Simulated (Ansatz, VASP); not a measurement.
# Cross-check of GaSb between VASP and Ansatz, part 2 of 2

Wanted: the spread between two codes on one cell, functional and k mesh. The cell is taken from a series of runs on this material, whose earlier steps may have relaxed, scaled, displaced or heated it; both programs get it as it stands.

VASP 6.6.1 and Ansatz 0.2.0.

So far: Starting point; VASP: zone-centre phonons, PBEsol.

## (2) VASP: zone-centre phonons, PBEsol (continued)

Level of this step: PBEsol; plane waves and PAW (Ga_d, Sb) (VASP).

Numbers of over 12 decimals in the logs are rounded to 6 here.

Parts of OUTCAR (step 2):

```text
ion  position               nearest neighbor table
   1  0.000  0.000  0.000-   2 2.64   2 2.64   2 2.64   2 2.64
   2  0.750  0.750  0.750-   1 2.64   1 2.64   1 2.64   1 2.64

  LATTYP: Found a body centered tetragonal cell.
 ALAT       =     4.2783255030
 C/A-ratio  =     1.4414494712

 Subroutine GETGRP returns: Found  2 space group operations
 (whereof  2 operations were pure point group operations)

The static configuration has the point symmetry C_1h.

   k-points           NKPTS =   1728   k-points in BZ     NKDIM =   1728   number of bands    NBANDS=     15

   dimension x,y,z NGX =    32 NGY =   32 NGZ =   32
   dimension x,y,z NGXF=    64 NGYF=   64 NGZF=   64

   ENCUT  =  500.0 eV  36.75 Ry    6.06 a.u.   7.88  7.88  7.80*2*pi/ulx,y,z

   NELECT =      18.0000    total number of electrons

 k-points in reciprocal lattice and weights: Points of the shifted mesh
   0.04166667  0.04166667  0.04166667       0.001
   0.04166667  0.04166667  0.12500000       0.001
   0.04166667  0.04166667  0.20833333       0.001
   0.04166667  0.04166667  0.29166667       0.001
   0.04166667  0.04166667  0.37500000       0.001
   0.04166667  0.04166667  0.45833333       0.001
   0.04166667  0.04166667  0.54166667       0.001
   0.04166667  0.04166667  0.62500000       0.001
   0.04166667  0.04166667  0.70833333       0.001
[...]
0.95833333  0.95833333  0.87500000       0.001
   0.95833333  0.95833333  0.95833333       0.001

 average (electrostatic) potential at core
       1 -65.4246       2 -87.3613

  Total        0.3393740      0.3393740      0.0304354     -0.0022065     -0.0016720     -0.0016720
  in kB        9.6338134      9.6338134      0.8639708     -0.0626364     -0.0474634     -0.0474630
  external PRESSURE =       6.7105325 kB  Pullay stress =       0.0000000 kB

  energy-cutoff  :      500.00
  volume of cell :       56.44
      direct lattice vectors                 reciprocal lattice vectors
     0.000000000  3.025232975  3.083495017    -0.165276527  0.165276527  0.162153659
     3.025232975  0.000000000  3.083495017     0.165276527 -0.165276527  0.162153659
     3.025232975  3.025232975  0.000000000     0.165276527  0.165276527 -0.162153659

 POSITION                                       TOTAL-FORCE (eV/Angst)
 -----------------------------------------------------------------------------------
      0.00008      0.00008      0.00011        -0.000072     -0.000072     -0.000128
      4.53777      4.53777      4.62513         0.000072      0.000072      0.000128
 -----------------------------------------------------------------------------------
    total drift:                                0.000008      0.000008      0.000002

 Eigenvectors and eigenvalues of the dynamical matrix
 ----------------------------------------------------

   1 f  =    6.751921 THz    42.423568 2PiTHz  225.219826 cm-1    27.923687 meV
             X         Y         Z           dx          dy          dz
      0.000083  0.000083  0.000110     0.008732    0.008732    0.797012
      4.537766  4.537766  4.625132    -0.006629   -0.006629   -0.603765

   2 f  =    6.715853 THz    42.196946 2PiTHz  224.016727 cm-1    27.774522 meV
             X         Y         Z           dx          dy          dz
      0.000083  0.000083  0.000110     0.563310   -0.563310   -0.000000
      4.537766  4.537766  4.625132    -0.427413    0.427413    0.000000

   3 f  =    6.715308 THz    42.193525 2PiTHz  223.998564 cm-1    27.772270 meV
             X         Y         Z           dx          dy          dz
      0.000083  0.000083  0.000110    -0.563239   -0.563239    0.012362
      4.537766  4.537766  4.625132     0.427366    0.427366   -0.009358

   4 f/i=    0.003364 THz     0.021136 2PiTHz    0.112207 cm-1     0.013912 meV
             X         Y         Z           dx          dy          dz
      0.000083  0.000083  0.000110    -0.002685   -0.002685    0.603825
      4.537766  4.537766  4.625132    -0.003544   -0.003544    0.797092

   5 f/i=    0.008540 THz     0.053655 2PiTHz    0.284848 cm-1     0.035317 meV
             X         Y         Z           dx          dy          dz
      0.000083  0.000083  0.000110     0.427413   -0.427413    0.000000
      4.537766  4.537766  4.625132     0.563310   -0.563310    0.000000

   6 f/i=    0.008583 THz     0.053930 2PiTHz    0.286305 cm-1     0.035497 meV
             X         Y         Z           dx          dy          dz
      0.000083  0.000083  0.000110    -0.427409   -0.427409   -0.003800
      4.537766  4.537766  4.625132    -0.563296   -0.563296   -0.005009

 ELASTIC MODULI CONTR FROM IONIC RELAXATION (kBar)
 Direction    XX          YY          ZZ          XY          YZ          ZX
 --------------------------------------------------------------------------------
 XX          -0.0025     -0.0015     -0.0020      0.3340      0.6233      0.1452
 YY          -0.0015     -0.0025     -0.0020      0.2516      0.2076      0.6430
 ZZ          -0.0020     -0.0020     -0.0041      0.8651      0.1262      0.2474
 XY           0.3340      0.2516      0.8651   -203.6868      1.0218      2.2819
 YZ           0.6233      0.2076      0.1262      1.0218   -210.4551      1.3077
 ZX           0.1452      0.6430      0.2474      2.2819      1.3077   -209.7503
 --------------------------------------------------------------------------------
```

## (3) Ansatz: zone-centre phonons, PBEsol

Ansatz runs on its PAW soft_1 files.

The same cell, functional, mesh and smearing now go to Ansatz, which takes its cutoff from its data sets.

input.yaml reads:

```yaml
crystal:
  lattice:
    - [0.0, 3.0252329753, 3.083495017]
    - [3.0252329753, 0.0, 3.083495017]
    - [3.0252329753, 3.0252329753, 0.0]
  atoms:
    - { symbol: Ga, position: [1.78444e-05, 1.78444e-05, 9.6095e-06] }
    - { symbol: Sb, position: [0.7499821556, 0.7499821556, 0.7499903905] }
kpoints:
  mp_grid: { grid: [12, 12, 12], shift: [0.5, 0.5, 0.5] }
hamiltonian:
  xc: pbesol
  pseudopotentials: { kind: paw, azcp: { folder: soft_1 }, xc_functional: pbe }
scf:
  occupations: { method: gaussian, width: 0.015 }
output:
  eigenvalues: true
phonons:
  method: dfpt
```

Command:

```
$ ansatz run input.yaml --threads 4 --pin off --max-ram 10240MiB --backend cpu --events-out ev --progress --plain --runs-dir out
```

Output:

```text
Engine: ansatz 0.2.0, x86_64-unknown-linux-gnu
Pseudopotentials: kind: paw
Pseudopotential: Ga, paw, valence charge 13, recommended cutoff 420 eV (normal), soft_1/Ga.paw.azcp
Pseudopotential: Sb, paw, valence charge 15, recommended cutoff 420 eV (normal), soft_1/Sb.paw.azcp
Functional definition: PBEsol
  exchange = pbesol_x
  correlation = pbesol_c
Crystal: 2 atoms, lattice volume = 56.441 Å³
Basis set: ecut = 420 eV, 1091 PW (Γ), exchange–correlation on 60×60×60 points (8 copies of the dense FFT grid, shifted against one another)
Bands: 18, of which v1, the nominal top of the filled ones, is band 14 counted from 1 (13 counted from 0)
Symmetry: 2 space group operations
k-points: 864 of 1728 (irreducible under 1 space group operation, time reversal used)
Non-local potential: Ga, projectors of the file, l = 0: 2, l = 1: 2, l = 2: 3, l = 3: 1
Non-local potential: Sb, projectors of the file, l = 0: 2, l = 1: 2, l = 2: 2, l = 3: 1
PAW form: soft (Blöchl's): semilocal exchange-correlation on the pseudo side does not see the compensation charge
PAW frozen core: Ga, regenerated for the run's functional, and the local potential with it (the file was generated under x = pbe(κ = 0.804, μ = 0.219515), c = pbe(β = 0.066725))
PAW frozen core: Sb, regenerated for the run's functional, and the local potential with it (the file was generated under x = pbe(κ = 0.804, μ = 0.219515), c = pbe(β = 0.066725))
PAW one-centre angular grid: Ga, 590 points (default); XC on 64 Gauss nodes
PAW one-centre angular grid: Sb, 590 points (default); XC on 64 Gauss nodes
Initial density: superposition of atomic densities (chi_scale 0.1, normalization cell, long waves kept (reshape's long-wave potential 0.00 eV rms))
Initial wavefunctions: pseudopotential atomic-orbital guess
Functional: x = pbesol(κ = 0.804, μ = 0.123457), c = pbesol(β = 0.046)
SCF iter   1: F=—  HF=-10151.699157 eV  |F-HF|=—  |Δ(HF+E_count)|=         —  Δρ=3.19e-2  dr2=4.11e-1  ethr=3.10e-3  ⟨swp⟩=6.0  Hψ=84239  notcnv=0
preconditioner: auto → none  [insulator: Δε(μ)=0.384 eV  Ē_g=14.775 eV  σ=0.015 eV  W_gap=1.00  n_scr=14 (ndim 8)  ℏωp=21.0 eV  f_vac=0.005  D(μ)=0.00/eV (n_scr^D=0)  ε∞_Penn≈3.0]
SCF iter   2: F=—  HF=-10151.622183 eV  |F-HF|=—  |Δ(HF+E_count)|=   7.70e-2  Δρ=1.45e-2  dr2=6.98e-2  ethr=1.47e-3  ⟨swp⟩=2.0  Hψ=25939  notcnv=0
SCF iter   3: F=—  HF=-10151.620452 eV  |F-HF|=—  |Δ(HF+E_count)|=   1.73e-3  Δρ=4.97e-3  dr2=1.31e-2  ethr=2.49e-4  ⟨swp⟩=2.0  Hψ=26815  notcnv=0
SCF iter   4: F=—  HF=-10151.614561 eV  |F-HF|=—  |Δ(HF+E_count)|=   5.89e-3  Δρ=8.48e-4  dr2=2.16e-4  ethr=4.66e-5  ⟨swp⟩=3.0  Hψ=30148  notcnv=0
SCF iter   5: F=—  HF=-10151.614526 eV  |F-HF|=—  |Δ(HF+E_count)|=   3.50e-5  Δρ=3.61e-4  dr2=2.56e-5  ethr=7.73e-7  ⟨swp⟩=2.0  Hψ=23950  notcnv=0
SCF iter   6: F=—  HF=-10151.614530 eV  |F-HF|=—  |Δ(HF+E_count)|=   4.54e-6  Δρ=3.70e-5  dr2=6.23e-7  ethr=9.13e-8  ⟨swp⟩=2.0  Hψ=27030  notcnv=0
SCF iter   7: F=—  HF=-10151.614530 eV  |F-HF|=—  |Δ(HF+E_count)|=   3.25e-9  Δρ=6.97e-6  dr2=2.40e-8  ethr=2.22e-9  ⟨swp⟩=2.0  Hψ=27648  notcnv=0
SCF iter   8: F=—  HF=-10151.614530 eV  |F-HF|=—  |Δ(HF+E_count)|=   2.46e-8  Δρ=1.79e-6  dr2=1.61e-9  ethr=8.57e-11  ⟨swp⟩=2.4  Hψ=22183  notcnv=0
SCF iter   9: F=—  HF=-10151.614530 eV  |F-HF|=—  |Δ(HF+E_count)|=  4.31e-10  Δρ=1.60e-7  dr2=1.26e-11  ethr=5.76e-12  ⟨swp⟩=2.0  Hψ=27648  notcnv=0
SCF iter  10: F=-10151.614530 eV  HF=-10151.614530 eV  |F-HF|=3.64e-12  |Δ(HF+E_count)|=  9.09e-12  Δρ=2.68e-8  dr2=2.55e-13  ethr=1.00e-12  ⟨swp⟩=6.0  Hψ=67829  notcnv=0
SCF 1 converged in 10 iterations: F = -10151.614530 eV  dr2 = 2.55e-13
  greatest PAW one-centre occupation: 0.996 electrons in one spin orbital (limit 2), on the Sb atom at site 1 (counted from 0), in its partial waves of l = 2
DFPT response loops at Γ: preconditioner auto → none (the input reference at scf.mixing.eps_inf says where Resta's filter doesn't serve); β = 0.50; Broyden in place of MSR1
SCF converged after 10 iterations
Free energy (F): -10151.614530 eV
Harris-Foulkes:  -10151.614530 eV  (|F-HF|=3.64e-12)
Internal energy: -10151.614530 eV  (E = F + TS)
E sigma→0 (E₀):  -10151.614530 eV
Fermi energy:    8.059578 eV
--- Per-component energies (eV) ---
  E_band       = -256.995648
  E_kinetic    = 276.052362
  E_local      = -3362.280971  (includes V_loc(G=0)·N_el)
  E_nonlocal   = 299.801910
  E_hartree    = 1720.924523
  E_xc         = -160.518315
  E_vxc        = -146.261009  (∫ρ·V_xc dr)
  E_paw        = -6420.878910  (= ΣΔE_a)
  E_vpaw       = -766.156898  (= ΣTr[D̂ρ^β])
  E_aug_tail   = -0.000079  (compensation charges beyond the density's cutoff)
  E_ewald      = -2505.909884
  E_core_change = 1.194834  (= ΣΔE_core)
  E_smearing   = -0.000000  (= −TS)
  E_closure    = 0.000000  (closes the sum)
  Σ components = -10151.614530   (vs F -10151.614530, Δ=0.00e0)
--- Band table (eV; the first three rows and the last of 864) ---
  k-point 0: bands = [... 10 lower, -3.7204, 7.2526, 7.7917, 7.8685, 8.4458, 10.6583, 10.6614, 10.7244]
  k-point 1: bands = [... 10 lower, -3.6224, 6.2454, 7.4002, 7.8147, 8.9943, 10.7540, 10.7565, 11.3030]
  k-point 2: bands = [... 10 lower, -3.3847, 4.8810, 7.0403, 7.5676, 9.0187, 11.1008, 11.2481, 12.1745]
  k-point 863: bands = [... 10 lower, -2.0661, 1.4273, 6.4939, 6.6439, 8.4478, 11.5508, 11.6632, 14.3012]
--- Phonons (Γ-DFPT): 4 representative perturbations + reference, on 864 of 1728 k-points (Σ response iterations 12) ---
  k mesh reduced under 1 symmetry operation, with k and −k counted as one. Each operation leaves every solved perturbation unchanged. A smaller set is not used because it would not reduce the number of displacements times k-points to solve
  ASR residual: 6.638e-5 → 0.000e0 eV/Å²; symmetrization residual: 2.590e-6 eV/Å²
  ASR residual per site (eV/Å²): 6.64e-5 2.17e-5
  Γ frequencies (cm⁻¹): 0.00 0.00 0.00 223.10 223.12 224.10
  non-analytic LO–TO correction: not included (Born effective charges unavailable; polar crystals: no LO–TO splitting at Γ)
```

Reading the cycles: dr2 is the Hartree energy of the density residual (eV), the measure of convergence; HF is the Harris–Foulkes estimate of the energy, which meets the free energy F at convergence.

## (4) Differences

Known differences besides the potentials themselves: the data sets hold 28 valence electrons in Ansatz (on its PAW soft_1 files) and 18 in VASP; the cutoff is 420 eV in Ansatz and 500 eV in VASP; Ansatz makes its cores anew for this functional, VASP keeps those of its PBE data sets. Total energies have different zeros and are not compared.

Both answers:

| quantity | Ansatz | VASP | difference |
| --- | --- | --- | --- |
| optical mode 1 to 2 (cm⁻¹) | 223.1 | 224.0 | -0.40 % |
| optical mode 3 (cm⁻¹) | 224.1 | 225.2 | -0.50 % |

Modes are paired by rising frequency, not by their patterns, so a pair may set unlike modes beside each other; they are those without the splitting of longitudinal modes.

## (5) What came out

| Item | Value |
| --- | --- |
| r.m.s. difference of the optical zone-centre modes, each program's sorted by frequency (zone-centre phonons, PBEsol) | 0.98 cm⁻¹ |

The r.m.s. difference of the optical zone-centre modes, each program's sorted by frequency is 0.98 cm⁻¹ (zone-centre phonons, PBEsol). The data sets hold unlike numbers of valence electrons (28 in Ansatz and 18 in VASP), so part of the differences comes from the potentials. Such differences can come from data sets, numerical settings and the points named under the comparisons, not from the functional's error against experiment.

[Lines on the potential files, build, host, timing and source positions are cut from VASP's logs without a mark.]

[Logs are printed without paths, hosts, clocks, repeated set-up lines and the standing remarks that a program may print on its own settings, such as how far it seeks lower states.]

[Hosts, paths, dates, database ids (printed as entryN), source tags and the programs' standing remarks are cut or masked in the printed files.]
